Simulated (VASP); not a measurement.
Output of a VASP run:

File OUTCAR:
```
 ion  position               nearest neighbor table
   1  0.000  0.000  0.000-   2 2.70   2 2.70   2 2.70   2 2.70   2 2.70   2 2.70   2 2.70   2 2.70
  LATTYP: Found a simple tetragonal cell.
 ALAT       =     2.8000000000
 C/A-ratio  =     1.3107142857
 Subroutine PRICEL returns:
 Original cell was already a primitive cell.
 Subroutine GETGRP returns: Found 16 space group operations
The static configuration has the point symmetry D_4h.
The dynamic configuration has the point symmetry D_4h.
 Subroutine INISYM returns: Found 16 space group operations
 Subroutine IBZKPT returns following result:
 Found    140 irreducible k-points:

 Following reciprocal coordinates:
            Coordinates               Weight
  0.000000  0.000000  0.000000      1.000000
  0.083333  0.000000  0.000000      4.000000
  0.166667  0.000000  0.000000      4.000000
  0.250000  0.000000  0.000000      4.000000
  0.333333  0.000000  0.000000      4.000000
  0.416667  0.000000  0.000000      4.000000
  0.500000  0.000000  0.000000      2.000000
  0.083333  0.083333  0.000000      4.000000
  0.166667  0.083333  0.000000      8.000000
  0.250000  0.083333  0.000000      8.000000
  0.333333  0.083333  0.000000      8.000000
  0.416667  0.083333  0.000000      8.000000
  0.500000  0.083333  0.000000      4.000000
  0.166667  0.166667  0.000000      4.000000
  0.250000  0.166667  0.000000      8.000000
  0.333333  0.166667  0.000000      8.000000
  0.416667  0.166667  0.000000      8.000000
  0.500000  0.166667  0.000000      4.000000
  0.250000  0.250000  0.000000      4.000000
  0.333333  0.250000  0.000000      8.000000
  0.416667  0.250000  0.000000      8.000000
  0.500000  0.250000  0.000000      4.000000
  0.333333  0.333333  0.000000      4.000000
  0.416667  0.333333  0.000000      8.000000
  0.500000  0.333333  0.000000      4.000000
  0.416667  0.416667  0.000000      4.000000
  0.500000  0.416667  0.000000      4.000000
  0.500000  0.500000  0.000000      1.000000
  0.000000  0.000000  0.111111      2.000000
  0.083333  0.000000  0.111111      8.000000
  0.166667  0.000000  0.111111      8.000000
  0.250000  0.000000  0.111111      8.000000
  0.333333  0.000000  0.111111      8.000000
  0.416667  0.000000  0.111111      8.000000
  0.500000  0.000000  0.111111      4.000000
  0.083333  0.083333  0.111111      8.000000
  0.166667  0.083333  0.111111     16.000000
  0.250000  0.083333  0.111111     16.000000
  0.333333  0.083333  0.111111     16.000000
  0.416667  0.083333  0.111111     16.000000
   k-points           NKPTS =    140   k-points in BZ     NKDIM =    140   number of bands    NBANDS=     15
   number of dos      NEDOS =    301   number of ions     NIONS =      2
   total plane-waves  NPLWV =   7776
   dimension x,y,z NGX =    18 NGY =   18 NGZ =   24
   dimension x,y,z NGXF=    36 NGYF=   36 NGZF=   48
   ions per type =               1   1
   PREC   = accura    normal or accurate (medium, high low for compatibility)
   ISTART =      0    job   : 0-new  1-cont  2-samecut
   ICHARG =      2    charge: 1-file 2-atom 10-const
   ISPIN  =      1    spin polarized calculation?
   LNONCOLLINEAR =      F non collinear calculations
   LSORBIT =      F    spin-orbit coupling
   INIWAV =      1    electr: 0-lowe 1-rand  2-diag
   ENCUT  =  400.0 eV  29.40 Ry    5.42 a.u.   4.57  4.57  5.98*2*pi/ulx,y,z
   NELM   =    100;   NELMIN=  2; NELMDL= -5     # of ELM steps
   EDIFF  = 0.1E-05   stopping-criterion for ELM
   LREAL  =      F    real-space projection
   NLSPLINE    = F    spline interpolate recip. space projectors
   LMAXMIX     =    6 max onsite mixed and CHGCAR
   VOSKOWN=      0    Vosko Wilk Nusair interpolation
   EDIFFG = -.1E-01   stopping-criterion for IOM
   NSW    =     60    number of steps for IOM
   NBLOCK =      1;   KBLOCK =     60    inner block; outer block
   IBRION =      2    ionic relax: 0-MD 1-quasi-New 2-CG
...
```

### OSZICAR
```
...
DAV:   3    -0.705673128202E+01    0.10827E-03   -0.87036E-04  4540   0.109E+00    0.482E-02
DAV:   4    -0.705671906260E+01    0.12219E-04   -0.40970E-05  5794   0.200E-01    0.247E-02
DAV:   5    -0.705671726380E+01    0.17988E-05   -0.99800E-06  5623   0.963E-02    0.564E-03
DAV:   6    -0.705671688326E+01    0.38054E-06   -0.90107E-07  2317   0.282E-02
   4 F= -.70567169E+01 E0= -.70566567E+01  d E =-.237644E-01
       N       E                     dE             d eps       ncg     rms          rms(c)
DAV:   1    -0.706189007972E+01   -0.51728E-02   -0.20054E-01  4578   0.429E+00    0.409E-01
DAV:   2    -0.705945155527E+01    0.24385E-02   -0.37318E-03  6245   0.173E+00    0.250E-01
DAV:   3    -0.705872136083E+01    0.73019E-03   -0.43165E-03  4930   0.230E+00    0.202E-01
DAV:   4    -0.705811251476E+01    0.60885E-03   -0.20201E-03  5472   0.155E+00    0.315E-02
DAV:   5    -0.705811859463E+01   -0.60799E-05   -0.80829E-05  4560   0.907E-02    0.208E-02
DAV:   6    -0.705811864555E+01   -0.50914E-07   -0.63645E-06  5232   0.702E-02
   5 F= -.70581186E+01 E0= -.70580644E+01  d E =-.140176E-02
       N       E                     dE             d eps       ncg     rms          rms(c)
DAV:   1    -0.709431918566E+01   -0.36201E-01   -0.18167E+00  4557   0.129E+01    0.122E+00
DAV:   2    -0.707232982091E+01    0.21989E-01   -0.31029E-02  6128   0.482E+00    0.737E-01
DAV:   3    -0.706527903615E+01    0.70508E-02   -0.36878E-02  5042   0.658E+00    0.570E-01
DAV:   4    -0.706047779370E+01    0.48012E-02   -0.17294E-02  5372   0.468E+00    0.944E-02
DAV:   5    -0.706053095646E+01   -0.53163E-04   -0.69272E-04  4520   0.262E-01    0.625E-02
DAV:   6    -0.706053202132E+01   -0.10649E-05   -0.60521E-05  6271   0.210E-01    0.152E-02
DAV:   7    -0.706052872286E+01    0.32985E-05   -0.13475E-05  5691   0.124E-01    0.374E-03
DAV:   8    -0.706052873984E+01   -0.16978E-07   -0.33976E-07  2353   0.116E-02
   6 F= -.70605287E+01 E0= -.70604824E+01  d E =-.381186E-02
       N       E                     dE             d eps       ncg     rms          rms(c)
DAV:   1    -0.706751519988E+01   -0.69865E-02   -0.35612E-01  4550   0.567E+00    0.540E-01
DAV:   2    -0.706317056725E+01    0.43446E-02   -0.56179E-03  6132   0.193E+00    0.320E-01
DAV:   3    -0.706164483882E+01    0.15257E-02   -0.61582E-03  5226   0.267E+00    0.224E-01
DAV:   4    -0.706090182355E+01    0.74302E-03   -0.30395E-03  5236   0.194E+00    0.403E-02
DAV:   5    -0.706091027488E+01   -0.84513E-05   -0.10909E-04  4424   0.102E-01    0.267E-02
DAV:   6    -0.706091042905E+01   -0.15417E-06   -0.10140E-05  5546   0.786E-02    0.581E-03
DAV:   7    -0.706090983805E+01    0.59100E-06   -0.18958E-06  3073   0.465E-02
   7 F= -.70609098E+01 E0= -.70609228E+01  d E =-.419295E-02
       N       E                     dE             d eps       ncg     rms          rms(c)
DAV:   1    -0.706501478488E+01   -0.41044E-02   -0.21803E-01  4571   0.442E+00    0.423E-01
DAV:   2    -0.706231747565E+01    0.26973E-02   -0.32337E-03  6118   0.140E+00    0.249E-01
DAV:   3    -0.706129656851E+01    0.10209E-02   -0.32918E-03  5484   0.191E+00    0.158E-01
DAV:   4    -0.706093827254E+01    0.35830E-03   -0.16130E-03  5208   0.142E+00    0.317E-02
DAV:   5    -0.706094214380E+01   -0.38713E-05   -0.55665E-05  4597   0.793E-02    0.206E-02
DAV:   6    -0.706094220792E+01   -0.64121E-07   -0.55170E-06  5037   0.590E-02
   8 F= -.70609422E+01 E0= -.70609439E+01  d E =-.422532E-02
```

**OUTCAR**
```
------------------------ aborting loop because EDIFF is reached ----------------------------------------
  FORCE on cell =-STRESS in cart. coord.  units (eV):
  Direction    XX          YY          ZZ          XY          YZ          ZX
  --------------------------------------------------------------------------------------
  Total       -0.0073816     -0.0073816      0.0137367      0.0000000      0.0000000      0.0000000
  in kB       -0.3944993     -0.3944993      0.7341386      0.0000000      0.0000000      0.0000000
  external PRESSURE =      -0.0182867 kB  Pullay stress =       0.0000000 kB
  volume of cell :       29.98
      direct lattice vectors                 reciprocal lattice vectors
     2.885400795  0.000000000  0.000000000     0.346572304  0.000000000  0.000000000
    -0.000000000  2.885400795 -0.000000000     0.000000000  0.346572304  0.000000000
    -0.000000000  0.000000000  3.600829439    -0.000000000  0.000000000  0.277713793
 POSITION                                       TOTAL-FORCE (eV/Angst)
 -----------------------------------------------------------------------------------
      0.00000      0.00000      0.00000        -0.000000      0.000000      0.000000
      1.44270      1.44270      1.80041         0.000000      0.000000      0.000000
 -----------------------------------------------------------------------------------
    total drift:                                0.000000     -0.000000     -0.000000
  FREE ENERGIE OF THE ION-ELECTRON SYSTEM (eV)
  ---------------------------------------------------
  free  energy   TOTEN  =        -7.0609422079 eV

  energy  without entropy=       -7.0609473472  energy(sigma->0) =       -7.06094392

 reached required accuracy - stopping structural energy minimisation
```
(Selected blocks of OUTCAR.)

POSCAR:
```
CuAu
1
    2.8000000000     0.0000000000     0.0000000000
    0.0000000000     2.8000000000     0.0000000000
    0.0000000000     0.0000000000     3.6700000000
Cu Au
1 1
Direct
  0.0000000000   0.0000000000   0.0000000000
  0.5000000000   0.5000000000   0.5000000000
```

### Question
Write an INCAR and KPOINTS that could have produced this output.

### Answer
Several could match; the one computed here: the input of the run itself, PBE GGA, plane waves, VASP's PBE PAW potentials (set 64).

File KPOINTS:
```
Automatic
0
gamma
12 12 9
0 0 0
```

### INCAR
```
ALGO=Normal
EDIFF=1E-6
EDIFFG=-0.01
ENCUT=400
GGA=PE
IBRION=2
ISIF=3
ISMEAR=1
LASPH=.True.
LCHARG=.False.
LMAXMIX=6
LREAL=.False.
LWAVE=.False.
NELM=100
NSW=60
PREC=Accurate
SIGMA=0.1
SYSTEM=CuAu
```

POTCAR, in this order: Cu Au (PBE.64 set). Program: vasp_std.

Energy and stress use the plane-wave basis of the starting cell.

The compound is CuAu in the L1_0 structure. This run relaxes it. Symmetry was kept, so distortions that lower it aren't found.
